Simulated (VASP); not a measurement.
Runs of VASP 6.6.1 on LaMnIn. Symmetry: P-6m2, No. 187, hexagonal system. Conventional cell: a = 4.593 Å, b = 4.593 Å, c = 4.097 Å, α = 90.00°, β = 90.00°, γ = 120.00°. La (site symmetry -6m2) has 6 Mn at 3.35 Å and 6 In at 3.35 Å as nearest neighbours. In (site symmetry -6m2) has 3 Mn at 2.65 Å as nearest neighbours. Mn (site symmetry -6m2) is surrounded by 3 In at 2.65 Å. The cell comes from a database or a generator and needn't be the stable form of this composition.

```csv
task,level,potentials or basis,spin,U,cutoff (eV),smearing,gap on the mesh (eV),pressure (GPa),moment (μB)
single point,PBE,"VASP PAW PBE potentials, release 54 (La, In_d, Mn_pv)","collinear, ferromagnetic start",-,520,gaussian 0.02 eV,none,5.0,3.13
single point,PBE,"VASP PAW PBE potentials, release 64 (La, In_d, Mn_pv)","collinear, ferromagnetic start",-,520,fermi-dirac 0.05 eV,none,4.9,3.17
single point,LDA,"VASP PAW LDA potentials, release 64 (La_GW, In_d_GW, Mn_GW)","collinear, ferromagnetic start",-,550,gaussian 0.02 eV,none,(a),3.15
optical spectrum,LDA+U,"VASP PAW LDA potentials, release 64 (La, In_d, Mn_pv)","collinear, random start","La f U = 6 eV, Mn d U = 2 eV",520,methfessel-paxton 0.1 eV,none,(b),3.39
```

Alike in all rows: cell as given; k mesh 7 × 7 × 7.

**Question.** Estimate the missing entries.

**Answer.** (a) -1.8; (b) 1.4.

Caveats: the U is typed as a test and isn't derived for this compound (some runs).

A k mesh can miss the band edges, and the runs leave out spin-orbit coupling on In, La.

A gap of «none» marks a metal or a gap under the smearing width.

Not every run made on this cell is shown here.
